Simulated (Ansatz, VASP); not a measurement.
# TiTe2: VASP beside Ansatz

Wanted: the spread between two codes on one cell, functional and k mesh. The cell is taken from a series of runs on this material, whose earlier steps may have relaxed, scaled, displaced or heated it; both programs get it as it stands.

Program: Ansatz 0.2.0. Level of theory: plane waves, with VASP 6.6.1 beside it; zone-centre phonons at LDA. Results are calculated unless marked as measured.

## (1) Starting point

Symmetry: P-3m1, No. 164, trigonal system. The conventional cell has a = 3.666 Å, b = 3.666 Å, c = 6.340 Å, α = 90.00°, β = 90.00°, γ = 120.00°. Nearest to Ti lie 6 Te at 2.72 Å. Nearest to Te lie 3 Ti at 2.72 Å. Farther neighbours and most contacts between anions are not listed.

## (2) Ansatz: zone-centre phonons, LDA

Ansatz runs on its PAW soft_1 files.

Second derivatives magnify differences that forces hide, and they need a tight electronic threshold.

File input.yaml:

```yaml
crystal:
  lattice:
    - [3.6657359785, 0.0, 0.0]
    - [-1.8328679893, 3.1746204809, 0.0]
    - [0.0, 0.0, 6.3403592971]
  atoms:
    - { symbol: Ti, position: [0.0, 0.0, 0.0] }
    - { symbol: Te, position: [0.6666666667, 0.3333333333, 0.2691227023] }
    - { symbol: Te, position: [0.3333333333, 0.6666666667, 0.7308772977] }
kpoints:
  mp_grid: { grid: [15, 15, 8] }
hamiltonian:
  xc: lda
  pseudopotentials: { kind: paw, azcp: { folder: soft_1 }, xc_functional: pbe }
scf:
  occupations: { method: methfessel_paxton, width: 0.2 }
output:
  eigenvalues: true
phonons:
  method: dfpt
```

Run with:

```bash
$ ansatz run input.yaml --threads 16 --pin off --max-ram 61440MiB --backend cuda --events-out ev --progress --plain --runs-dir out --max-vram 78GiB
```

Numbers of over 12 decimals in the logs are rounded to 6 here.

The program printed:

```text
Engine: ansatz 0.2.0, aarch64-unknown-linux-gnu
Pseudopotentials: kind: paw
Pseudopotential: Ti, paw, valence charge 12, recommended cutoff 420 eV (normal), soft_1/Ti.paw.azcp
Pseudopotential: Te, paw, valence charge 16, recommended cutoff 420 eV (normal), soft_1/Te.paw.azcp
Functional definition: SPW92
  exchange = slater_x
  correlation = pw_c
device memory: the entry about to start is reckoned to put 15.8 GiB on a device that reports 142.0 GiB free (of which the cap on the GPU budget leaves the run 78.0 GiB)
GPU FFT provider: cuFFT
GPU libraries: cuBLAS 13.8.1, cuFFT 12.4.0, cuSOLVER 12.3.2
GPU matrix products: emulated (plane waves: as basis.precision tells), large ones in fixed point in workspaces of 1.00 GiB
Crystal: 3 atoms, lattice volume = 73.785 Å³
Basis set: ecut = 420 eV, 1449 PW (Γ), exchange–correlation on 50×50×90 points (8 copies of the dense FFT grid, shifted against one another)
Bands: 27, of which v1, the nominal top of the filled ones, is band 22 counted from 1 (21 counted from 0)
Symmetry: 12 space group operations
k-points: 488 of 1800 (irreducible under 2 space group operations, time reversal used)
Non-local potential: Ti, projectors of the file, l = 0: 3, l = 1: 2, l = 2: 3, l = 3: 1
Non-local potential: Te, projectors of the file, l = 0: 2, l = 1: 2, l = 2: 2, l = 3: 1
PAW form: soft (Blöchl's): semilocal exchange-correlation on the pseudo side does not see the compensation charge
PAW frozen core: Ti, regenerated for the run's functional, and the local potential with it (the file was generated under x = pbe(κ = 0.804, μ = 0.219515), c = pbe(β = 0.066725))
PAW frozen core: Te, regenerated for the run's functional, and the local potential with it (the file was generated under x = pbe(κ = 0.804, μ = 0.219515), c = pbe(β = 0.066725))
PAW one-centre angular grid: Ti, 590 points (default); XC on 64 Gauss nodes
PAW one-centre angular grid: Te, 590 points (default); XC on 64 Gauss nodes
Initial density: superposition of atomic densities (chi_scale 0.1, normalization cell, long waves kept (reshape's long-wave potential 0.05 eV rms))
Initial wavefunctions: pseudopotential atomic-orbital guess
GPU buffer pool allocated for 28125 grid points (all kernels)
GPU transforms: local potential and band sums: pruned to the plane-wave sphere, on 25×25×45
Functional: x = slater, c = lda
SCF iter   1: F=—  HF=-16110.653058 eV  |F-HF|=—  |Δ(HF+E_count)|=         —  Δρ=1.43e-1  dr2=4.50e1  ethr=3.10e-3  ⟨swp⟩=5.6  Hψ=55308  notcnv=0
preconditioner: auto → Kerker (q_TF=auto, 2.503 Å⁻¹)  [metal: Δε(μ)=0.008 eV  Ē_g=5.877 eV  σ=0.200 eV  W_gap=0.03  n_scr=22 (ndim 8)  ℏωp=17.3 eV  f_vac=0.000  D(μ)=1.61/eV (n_scr^D=10)]
SCF iter   2: F=—  HF=-16108.502517 eV  |F-HF|=—  |Δ(HF+E_count)|=    2.15e0  S|Δr|=    0.00e0  Δρ=7.85e-2  dr2=1.63e1  ethr=3.10e-3  ⟨swp⟩=2.9  Hψ=19821  notcnv=0
SCF iter   3: F=—  HF=-16107.121371 eV  |F-HF|=—  |Δ(HF+E_count)|=    1.38e0  S|Δr|=    0.00e0  Δρ=1.60e-2  dr2=7.31e-1  ethr=3.10e-3  ⟨swp⟩=3.0  Hψ=19783  notcnv=0
SCF iter   4: F=—  HF=-16107.049773 eV  |F-HF|=—  |Δ(HF+E_count)|=   7.16e-2  S|Δr|=    0.00e0  Δρ=3.87e-3  dr2=2.41e-2  ethr=1.66e-3  ⟨swp⟩=1.6  Hψ=17456  notcnv=0
SCF iter   5: F=—  HF=-16107.044874 eV  |F-HF|=—  |Δ(HF+E_count)|=   4.90e-3  S|Δr|=    0.00e0  Δρ=1.57e-3  dr2=3.34e-3  ethr=5.48e-5  ⟨swp⟩=2.0  Hψ=16052  notcnv=0
SCF iter   6: F=—  HF=-16107.044386 eV  |F-HF|=—  |Δ(HF+E_count)|=   4.88e-4  S|Δr|=    0.00e0  Δρ=6.26e-4  dr2=4.02e-4  ethr=7.60e-6  ⟨swp⟩=2.0  Hψ=16078  notcnv=0
SCF iter   7: F=—  HF=-16107.044366 eV  |F-HF|=—  |Δ(HF+E_count)|=   2.01e-5  S|Δr|=    0.00e0  Δρ=2.74e-4  dr2=8.32e-5  ethr=9.13e-7  ⟨swp⟩=2.5  Hψ=20140  notcnv=0
SCF iter   8: F=—  HF=-16107.044222 eV  |F-HF|=—  |Δ(HF+E_count)|=   1.44e-4  S|Δr|=    0.00e0  Δρ=8.19e-5  dr2=7.39e-6  ethr=1.89e-7  ⟨swp⟩=2.2  Hψ=17650  notcnv=0
SCF iter   9: F=—  HF=-16107.044357 eV  |F-HF|=—  |Δ(HF+E_count)|=   1.35e-4  S|Δr|=    0.00e0  Δρ=1.68e-5  dr2=1.63e-7  ethr=1.68e-8  ⟨swp⟩=2.9  Hψ=25068  notcnv=0
SCF iter  10: F=—  HF=-16107.044357 eV  |F-HF|=—  |Δ(HF+E_count)|=   1.32e-8  S|Δr|=    0.00e0  Δρ=3.81e-6  dr2=1.53e-8  ethr=3.71e-10  ⟨swp⟩=2.6  Hψ=25497  notcnv=0
SCF iter  11: F=—  HF=-16107.044357 eV  |F-HF|=—  |Δ(HF+E_count)|=   1.62e-9  S|Δr|=    0.00e0  Δρ=1.46e-6  dr2=2.17e-9  ethr=3.49e-11  ⟨swp⟩=3.0  Hψ=24658  notcnv=0
SCF iter  12: F=—  HF=-16107.044357 eV  |F-HF|=—  |Δ(HF+E_count)|=  3.97e-10  S|Δr|=    0.00e0  Δρ=3.43e-7  dr2=1.55e-10  ethr=4.94e-12  ⟨swp⟩=2.2  Hψ=15836  notcnv=0
SCF iter  13: F=-16107.044357 eV  HF=-16107.044357 eV  |F-HF|=7.28e-12  |Δ(HF+E_count)|=  2.91e-11  S|Δr|=    0.00e0  Δρ=9.56e-8  dr2=8.21e-12  ethr=1.00e-12  ⟨swp⟩=5.1  Hψ=60145  notcnv=0
SCF 1 converged in 13 iterations: F = -16107.044357 eV  dr2 = 8.21e-12
  greatest PAW one-centre occupation: 0.999 electrons in one spin orbital (limit 2), on the Te atom at site 1 (counted from 0), in its partial waves of l = 2
device memory: the entry about to start is reckoned to put 0.1 GiB (of the 0.4 GiB reckoned in all, the device holds 0.3 GiB already) on a device that reports 141.6 GiB free (of which the cap on the GPU budget leaves the run 77.7 GiB)
device memory: the entry about to start is reckoned to put 4.5 GiB on a device that reports 141.6 GiB free (of which the cap on the GPU budget leaves the run 77.7 GiB)
NSCF: frozen V_eff on 192 k-points, pencils in batches of 32, up to order 108
device memory: the entry about to start is reckoned to put 4.5 GiB on a device that reports 141.6 GiB free (of which the cap on the GPU budget leaves the run 77.7 GiB)
NSCF: frozen V_eff on 192 k-points
device memory: the entry about to start is reckoned to put 8.3 GiB (of the 8.5 GiB reckoned in all, the device holds 0.1 GiB already) on a device that reports 141.5 GiB free (of which the cap on the GPU budget leaves the run 77.6 GiB)
DFPT response loops at q = (0, 0, 0) (fractional): preconditioner auto → Kerker (q_TF=auto, 2.503 Å⁻¹) (partly filled bands, converged f_vac=0.005); β = 1.00, the filter's whole step (`scf.mixing.beta` (0.50) is not read by the response loops under this deck's `scf.mixing.preconditioner`; to damp them name `kerker` or `kerker_dos`, under which they read `scf.mixing.beta`, and type it under 1.00, their step now; both keys bind the ground state too); Anderson in place of MSR1; while a model of the screening serves, it and β = 1 on shorter waves in the place of filter and β
SCF converged after 13 iterations
Stability not checked: this state was not tested for a lower state beside it, because cold or Methfessel-Paxton smearing, or corrected tetrahedra, fill the levels in a way that the test cannot read (fill_not_monotonic; see scf.lower_state_search)
Free energy (F): -16107.044357 eV
Harris-Foulkes:  -16107.044357 eV  (|F-HF|=7.28e-12)
Internal energy: -16107.045623 eV  (E = F + TS)
E sigma→0 (E₀):  -16107.044673 eV
Entropy (-TS):   0.001267 eV (0.422 meV/atom)
Fermi energy:    11.287237 eV
--- Per-component energies (eV) ---
  E_band       = -623.069205
  E_kinetic    = 629.985077
  E_local      = -3991.116797  (includes V_loc(G=0)·N_el)
  E_nonlocal   = 209.609823
  E_hartree    = 1927.422764
  E_xc         = -360.532767
  E_vxc        = -352.055678  (∫ρ·V_xc dr)
  E_paw        = -10033.156530  (= ΣΔE_a)
  E_vpaw       = -974.337223  (= ΣTr[D̂ρ^β])
  E_aug_tail   = 0.000054  (compensation charges beyond the density's cutoff)
  E_ewald      = -4490.940483
  E_core_change = 1.683235  (= ΣΔE_core)
  E_smearing   = 0.001267  (= −TS)
  E_closure    = 0.000000  (closes the sum)
  Σ components = -16107.044357   (vs F -16107.044357, Δ=0.00e0)
--- Band table (eV; the first three rows and the last of 488) ---
  k-point 0: bands = [... 18 lower, 9.6294, 11.4908, 11.7083, 11.7083, 12.0276, 12.6281, 12.6281, 14.5394, ... 1 higher]
  k-point 1: bands = [... 18 lower, 9.6421, 11.0242, 11.7061, 11.7061, 12.1891, 12.5567, 12.5567, 14.6299, ... 1 higher]
  k-point 2: bands = [... 18 lower, 9.6740, 10.1295, 11.7008, 11.7008, 12.3207, 12.4004, 12.4004, 14.8353, ... 1 higher]
  k-point 487: bands = [... 18 lower, 8.0788, 8.5092, 9.1106, 9.8155, 11.9502, 12.7576, 12.9152, 13.3865, ... 1 higher]
--- Phonons (Γ-DFPT): 4 representative perturbations + reference (Σ response iterations 20) ---
  ASR residual: 1.613e-5 → 0.000e0 eV/Å²; symmetrization residual: 1.843e-9 eV/Å²
  ASR residual per site (eV/Å²): 1.04e-5 1.61e-5 1.61e-5
  Γ frequencies (cm⁻¹): 0.00 0.00 0.00 103.75 103.75 149.85 195.33 195.33 282.96
  non-analytic LO–TO correction: not included (Born effective charges unavailable; polar crystals: no LO–TO splitting at Γ)
```

In the SCF lines HF is the Harris–Foulkes energy and dr2 the Hartree energy of the density residual, in eV; the loop may stop once dr2 is under the threshold and the program's other checks hold. Hψ counts applications of the Hamiltonian.

(Continued in part 2 of 2.)

[Lines on the potential files, build, host, timing and source positions are cut from VASP's logs without a mark.]

[Logs are printed without paths, hosts, clocks, repeated set-up lines and the standing remarks that a program may print on its own settings, such as how far it seeks lower states.]

[Hosts, paths, dates, database ids (printed as entryN), source tags and the programs' standing remarks are cut or masked in the printed files.]
